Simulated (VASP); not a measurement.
Input:

```
CoSi2
1.0
    0.00000     2.65357     2.71195
    2.62298     0.00000     2.71195
    2.62298     2.65357     0.00000
Co Si
1 2
Cartesian
  0.00000   0.00000   0.00000
  1.31149   1.32679   1.35597
  3.98727   3.98036   4.06792
```

Calculation: PBE GGA, VASP's PBE PAW potentials (set 64) (plane waves; VASP). Run with 400 eV cut-off, 5×5×5 Γ-centred mesh, first-order Methfessel-Paxton smearing of 0.10 eV, potentials Co Si.

Q: Which forces act on the atoms, in eV/Å?

A: 
```csv
atom,Fx,Fy,Fz
Co1,0.329,0.000,0.000
Si2,0.072,0.000,0.000
Si3,-0.401,0.000,0.000
```

Q: Give the stress tensor in GPa (positive for a compressed cell).

A: 
```
5.38  0.00  0.00
0.00  3.65  2.64
0.00  2.64  2.48
```
The pressure is its mean diagonal, 3.84 GPa.

The compound is CoSi2 in the fluorite structure. The cell was not relaxed at this level, atoms are displaced from their ideal sites. The k-mesh is coarse (spacing up to 0.41 per Å, 2π included), so the numbers may not be converged in it. The run is one of a series of settings (KPOINTS 5×5×5 Γ-centred mesh against the base run), some of them coarse on purpose. The run is not spin-polarised, so no magnetic state was tried. The electron count is odd and the run is not spin-polarised, which forces a metal.
